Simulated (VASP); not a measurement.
# BaMg6Cu (Amm2) in VASP: further runs

The runs below take BaMg6Cu through single point, with LDA.

Program: VASP 6.6.1. These are calculated values, not measurements. Logs are shortened: lines on timing, memory, paths and dates and some standing lists are left out, and cuts for length are marked.

## 1. Starting point

The structure is orthorhombic, space group Amm2 (No. 38). The conventional cell has a = 4.989 Å, b = 6.083 Å, c = 14.019 Å, α = 90.00°, β = 90.00°, γ = 90.00°. Ba (site symmetry mm2) is surrounded by 2 Cu at 3.40 Å and 8 Mg at 3.42 to 3.66 Å. Around Cu (site symmetry mm2) lie 6 Mg at 2.68 to 2.91 Å. Mg (site symmetry mm2) is surrounded by 8 Mg at 3.10 to 3.26 Å and 2 Ba at 3.42 Å. Around Mg (site symmetry mm2) lie 8 Mg at 3.26 to 3.60 Å and 2 Cu at 3.67 Å. Mg (site symmetry m) has 2 Cu at 2.91 Å and 5 Mg at 2.93 to 3.16 Å as nearest neighbours. Mg (site symmetry m) has 1 Cu at 2.68 Å and 1 Mg at 2.96 Å as nearest neighbours.

The cell comes from a database or a generator and needn't be the stable form of this composition.

## 2. Single point, LDA

Input file INCAR:

```
SYSTEM = BaMg6Cu
PREC = Accurate ; ENCUT = 550
EDIFF = 1E-6 ; ISMEAR = 0
SIGMA = 0.1 ; LREAL = .FALSE.
LASPH = .TRUE. ; NELM = 100
ALGO = Normal ; ISIF = 2
LWAVE = .FALSE. ; LCHARG = .TRUE.
GGA = CA ; LELF = .TRUE.
LVHAR = .TRUE.
```

Input file KPOINTS:

```
Automatic mesh
0
G
  6 5 5
  0 0 0
```

Input file POSCAR:

```
BaMg6Cu
1.0
    4.9893600000      0.0000000000      0.0000000000
    0.0000000000      3.0416570000      7.0093915000
    0.0000000000     -3.0416570000      7.0093915000
Ba Cu Mg
1 1 6
Cartesian
    2.4946800000      0.0000000000      9.9055739363
    2.4946800000      0.0000000000      1.3716958602
    0.0000000000      0.0000000000     12.2482948198
    0.0000000000      0.0000000000      4.0619283555
    0.0000000000     -1.5771721543      8.0422814127
    0.0000000000      1.5771721543      8.0422814127
    2.4946800000     -1.4803257954      6.2015170733
    2.4946800000      1.4803257954      6.2015170733
```

Potentials or basis: VASP PAW LDA potentials, release 64 (Ba_sv_GW, Cu_GW, Mg_GW).

The run is started by

```console
$ cat potpaw_LDA.64/Ba_sv_GW/POTCAR potpaw_LDA.64/Cu_GW/POTCAR potpaw_LDA.64/Mg_GW/POTCAR > POTCAR
$ mpirun -np 1 vasp_std > vasp.out
```

OUTCAR:

```text
SYSTEM = BaMg6Cu
   PREC = Accurate
   ENCUT = 550
   EDIFF = 1E-6
   ISMEAR = 0
   LREAL = .FALSE.
   LASPH = .TRUE.
   NELM = 100
   ISIF = 2
   GGA = CA

 ion  position               nearest neighbor table
   1  0.500  0.707  0.707-
   2  0.500  0.098  0.098-
   3  0.000  0.874  0.874-
   4  0.000  0.290  0.290-
   5  0.000  0.314  0.833-
   6  0.000  0.833  0.314-
   7  0.500  0.199  0.686-
   8  0.500  0.686  0.199-

  LATTYP: Found a base centered orthorhombic cell.
 ALAT       =     6.0833140000
 B/A-ratio  =     2.3044648032
 C/A-ratio  =     0.8201713737

  Lattice vectors:

 A1 = (   0.0000000000,   3.0416570000,  -7.0093915000)
 A2 = (   0.0000000000,   3.0416570000,   7.0093915000)
 A3 = (   4.9893600000,   0.0000000000,   0.0000000000)

Analysis of symmetry for initial positions (statically):
=====================================================================
 Subroutine PRICEL returns:
 Original cell was already a primitive cell.

 Routine SETGRP: Setting up the symmetry group for a
 base centered orthorhombic supercell.

 Subroutine GETGRP returns: Found  4 space group operations
 (whereof  4 operations were pure point group operations)
 out of a pool of  8 trial point group operations.

The static configuration has the point symmetry C_2v.

Analysis of symmetry for dynamics (positions and initial velocities):
=====================================================================
 Subroutine PRICEL returns:
 Original cell was already a primitive cell.

 Routine SETGRP: Setting up the symmetry group for a
 base centered orthorhombic supercell.

 Subroutine GETGRP returns: Found  4 space group operations
 (whereof  4 operations were pure point group operations)
 out of a pool of  8 trial point group operations.

The dynamic configuration has the point symmetry C_2v.

 Subroutine INISYM returns: Found  4 space group operations
 (whereof  4 operations are pure point group operations),
 and found     1 'primitive' translations

----------------------------------------------------------------------------------------

                                     Primitive cell

[... 103 lines left out ...]
   LREAL  =      F    real-space projection
   EDIFFG = 0.1E-04   stopping-criterion for IOM
   NSW    =      0    number of steps for IOM
   IBRION =     -1    ionic relax: 0-MD 1-quasi-New 2-CG
   NFREE  =      0    steps in history (QN), initial steepest desc. (CG)
   ISIF   =      2    stress and relaxation
   ISYM   =      2    0-nonsym 1-usesym 2-fastsym
   POTIM  = 0.5000    time-step for ionic-motion
   TEBEG  =    0.0;   TEEND  =   0.0 temperature during run
   PSTRESS=    0.0 pullay stress
   NELECT =      33.0000    total number of electrons
   NUPDOWN=      -1.0000    fix difference up-down
   EMIN   =  10.00;   EMAX   =-10.00  energy-range for DOS
   EFERMI =   0.00;   METHOD = LEGACY
   ISMEAR =     0;   SIGMA  =   0.10  broadening in eV -4-tet -1-fermi 0-gaus
   EFERMI_NEDOS =   21; number of points for ismear=-14 and -15
   IALGO  =     38    algorithm
   IMIX   =      4    mixing-type and parameters
     AMIX     =   0.40;   BMIX     =  1.00
     AMIX_MAG =   1.60;   BMIX_MAG =  1.00
  volume/ion in A,a.u.               =      26.59       179.46
  Fermi-wavevector in a.u.,A,eV,Ry     =   0.879612  1.662225 10.527056  0.773717
  Thomas-Fermi vector in A             =   1.999859
   LORBIT       =      0    0 simple, 1 ext, 2 COOP (PROOUT), +10 PAW based schemes
   GGA     = CA    functional components
   LHFCALC =     F    Hartree Fock is set to
   AEXX    =    0.0000 exact exchange contribution
   IVDW    =     0    specifies the selected vdW correction
   LEPSILON=     F    determine dielectric tensor
   LRPA    =     F    only Hartree local field effects (RPA)
 non-spin polarized calculation
 Gauss-broadening in eV      SIGMA  =   0.10
  energy-cutoff  :      550.00
  volume of cell :      212.75
 maximum number of plane-waves:      6280
 NGX is ok and might be reduce to    40
   NGX = 19   NGY = 29   NGZ = 29

 number of electron      33.0000000 magnetization

 Free energy of the ion-electron system (eV)
  ---------------------------------------------------
  ext. energy  EPLUGINS =         0.00000000
  ---------------------------------------------------
  free energy    TOTEN  =       -19.71910574 eV

  energy without entropy =      -19.69729357  energy(sigma->0) =      -19.70819965

 E-fermi :   2.4828     XC(G=0):  -8.7129

 val. band max:        2.4763241494   @ k =   0.5000  -0.4000   0.4000
 cond. band min:       2.4991437837   @ k =   0.3333  -0.4000   0.2000
 fundamental gap:      0.0228196343
 Fermi energy:         2.4827949234

 k-point     1 :       0.0000    0.0000    0.0000
  band No.  band energies     occupation
      1     -25.2288      2.00000
      2     -10.6091      2.00000
      3     -10.5311      2.00000
      4     -10.5277      2.00000
      5      -3.7082      2.00000
      6      -0.8823      2.00000
[... 565 lines left out ...]
     20       4.0295      0.00000
     21       4.4731      0.00000

 [... further k-points ...]

------------------------ aborting loop because EDIFF is reached ----------------------------------------

  FORCE on cell =-STRESS in cart. coord.  units (eV):
  Direction    XX          YY          ZZ          XY          YZ          ZX
  --------------------------------------------------------------------------------------
  -------------------------------------------------------------------------------------
  Total       -3.2526512     -3.0870916     -2.8573993      0.0000000      0.0000000      0.0000000
  in kB      -24.4952955    -23.2484876    -21.5187045      0.0000000      0.0000000      0.0000000
  external PRESSURE =     -23.0874959 kB  Pullay stress =       0.0000000 kB

 VOLUME and BASIS-vectors are now :
 -----------------------------------------------------------------------------
  energy-cutoff  :      550.00
  volume of cell :      212.75
      direct lattice vectors                 reciprocal lattice vectors
     4.989360000  0.000000000  0.000000000     0.200426508  0.000000000  0.000000000
     0.000000000  3.041657000  7.009391500     0.000000000  0.164384084  0.071332868
     0.000000000 -3.041657000  7.009391500     0.000000000 -0.164384084  0.071332868

 POSITION                                       TOTAL-FORCE (eV/Angst)
 -----------------------------------------------------------------------------------
      2.49468      0.00000      9.90557         0.000000      0.000000     -0.142962
      2.49468      0.00000      1.37170         0.000000      0.000000     -0.189680
      0.00000      0.00000     12.24829         0.000000      0.000000      0.028770
      0.00000      0.00000      4.06193         0.000000      0.000000     -0.011647
      0.00000     -1.57717      8.04228         0.000000     -0.049253      0.068922
      0.00000      1.57717      8.04228         0.000000      0.049253      0.068922
      2.49468     -1.48033      6.20152         0.000000     -0.060253      0.088838
      2.49468      1.48033      6.20152         0.000000      0.060253      0.088838
 -----------------------------------------------------------------------------------
    total drift:                               -0.000000     -0.000000      0.000408

  FREE ENERGIE OF THE ION-ELECTRON SYSTEM (eV)
  ---------------------------------------------------
  free  energy   TOTEN  =       -19.7191057390 eV

  energy  without entropy=      -19.6972935654  energy(sigma->0) =      -19.70819965
```

stdout:

```text
POSCAR found type information on POSCAR BaCuMg
 POSCAR found :  3 types and       8 ions
 scaLAPACK will be used
 LDA part: xc-table for (Slater(with rela. corr.)+CA(PZ))
 , standard interpolation
 POSCAR, INCAR and KPOINTS ok, starting setup
 FFT: planning ... GRIDC
 FFT: planning ... GRID_SOFT
 FFT: planning ... GRID
 WAVECAR not read
 entering main loop
```

It took 3.8 min on 1 thread of Intel Xeon 6975P-C (Granite Rapids), shared host; peak memory 0.46 GiB.

What came out:

```yaml
Free_energy: -19.7191 eV
Pressure: -2.3 GPa
Largest_force: 0.190 eV/Å
Band_gap_on_the_k_mesh: none (metal or under the smearing width)
```

Forces on the atoms (eV/Å):
```
Ba   0.000  0.000 -0.143
Cu   0.000  0.000 -0.190
Mg   0.000  0.000  0.029
Mg   0.000  0.000 -0.012
Mg   0.000 -0.049  0.069
Mg   0.000  0.049  0.069
Mg   0.000 -0.060  0.089
Mg   0.000  0.060  0.089
```

Stress tensor (GPa, compression positive):
```
-2.45  0.00  0.00
 0.00 -2.32  0.00
 0.00  0.00 -2.15
```

Levels at points of the mesh, in eV from the Fermi level:
```
           k point  band 14  band 15  band 16  band 17  band 18  band 19  band 20  band 21
(0.00, 0.00, 0.00)    -1.32    -0.99    -0.38    -0.19     0.51     0.92     2.45     2.46
(0.50, 0.00, 0.00)    -0.97    -0.69    -0.65    -0.48    -0.37    -0.02     0.16     1.31
```

## 3. Single point, LDA

Input file run.py:

```python
from ase.calculators.vasp import Vasp
from ase.dft.bandgap import bandgap
from ase.io import read

atoms = read('BaMg6Cu.cif')
calc = Vasp(
    directory='calc',
    xc='lda',
    pp='LDA',
    setups={'base': 'minimal', 'Ba': '_sv_GW', 'Cu': '_GW', 'Mg': '_GW'},
    prec='Accurate',
    encut=550,
    ediff=1e-06,
    ismear=0,
    sigma=0.1,
    lreal=False,
    lasph=True,
    nelm=60,
    algo='Fast',
    isif=2,
    lwave=False,
    lcharg=False,
    kpts=[6, 5, 5],
    gamma=True,
)
atoms.calc = calc

print('energy (eV):', atoms.get_potential_energy())
print('free energy (eV):', atoms.get_potential_energy(force_consistent=True))
print('forces (eV/A):')
print(atoms.get_forces())
print('stress (eV/A^3, Voigt):', atoms.get_stress())
print('Fermi level (eV):', calc.get_fermi_level())
gap, top, bottom = bandgap(calc)
print('band gap (eV):', gap, 'from (spin, k, band)', top, 'to', bottom)
```

Input file BaMg6Cu.cif:

```cif
data_BaMg6Cu
_cell_length_a 4.98936000
_cell_length_b 7.64089304
_cell_length_c 7.64089304
_cell_angle_alpha 46.91592392
_cell_angle_beta 90.00000000
_cell_angle_gamma 90.00000000
_space_group_name_H-M_alt 'P1'
_space_group_name_Hall 'P 1'
_space_group_IT_number 1
loop_
_space_group_symop_operation_xyz
'x,y,z'
loop_
_atom_site_label
_atom_site_type_symbol
_atom_site_symmetry_multiplicity
_atom_site_Wyckoff_symbol
_atom_site_fract_x
_atom_site_fract_y
_atom_site_fract_z
_atom_site_occupancy
Ba1 Ba 1 a 0.5000000000 0.7065930000 0.7065930000 1
Cu1 Cu 1 a 0.5000000000 0.0978470000 0.0978470000 1
Mg1 Mg 1 a 0.0000000000 0.8737060000 0.8737060000 1
Mg2 Mg 1 a 0.0000000000 0.2897490000 0.2897490000 1
Mg3 Mg 1 a 0.0000000000 0.3144170000 0.8329410000 1
Mg4 Mg 1 a 0.0000000000 0.8329410000 0.3144170000 1
Mg5 Mg 1 a 0.5000000000 0.1990300000 0.6857140000 1
Mg6 Mg 1 a 0.5000000000 0.6857140000 0.1990300000 1
```

Potentials or basis: VASP PAW LDA potentials, release 64 (Ba_sv_GW, Cu_GW, Mg_GW).

The run is started by

```console
$ python run.py
```

It took 7.6 min on 1 thread of Intel Xeon 6975P-C (Granite Rapids), shared host; peak memory 0.45 GiB.

Results (log left out):

| Quantity | Value |
| --- | --- |
| Free energy | -19.7191 eV |
| Pressure | -2.3 GPa |
| Largest force | 0.190 eV/Å |
| Band gap on the k mesh | none (metal or under the smearing width) |

Forces in eV/Å, atoms in the order of the input:
```
Ba   0.000 -0.131 -0.057
Cu   0.000 -0.174 -0.076
Mg   0.000  0.026  0.011
Mg   0.000 -0.011 -0.005
Mg   0.000  0.044  0.073
Mg   0.000  0.083 -0.018
Mg   0.000  0.057  0.090
Mg   0.000  0.105 -0.020
```

Stress tensor (GPa, compression positive):
```
-2.42  0.00  0.00
 0.00 -2.15  0.06
 0.00  0.06 -2.27
```

Levels at points of the mesh, in eV from the Fermi level:
| k point | band 13 | band 14 | band 15 | band 16 | band 17 | band 18 | band 19 | band 20 | band 21 |
| --- | --- | --- | --- | --- | --- | --- | --- | --- | --- |
| (0.00, 0.00, 0.00) | -1.82 | -1.32 | -0.99 | -0.38 | -0.19 | 0.51 | 0.92 | 2.46 | 2.54 |
| (0.50, 0.00, 0.00) | -1.67 | -0.97 | -0.69 | -0.65 | -0.48 | -0.37 | -0.02 | 0.16 | 1.31 |

## 4. For comparison

An earlier run on the cell as given: functional PBE; potentials or basis VASP PAW PBE potentials, release 64 (Ba_sv, Cu, Mg); cutoff 520 eV; k mesh 6 × 5 × 5; occupations fermi-dirac, width 0.05 eV; no spin polarisation.

* Pressure: 0.2 GPa
* Largest force: 0.064 eV/Å
* Band gap on the k mesh: none (metal or under the smearing width)
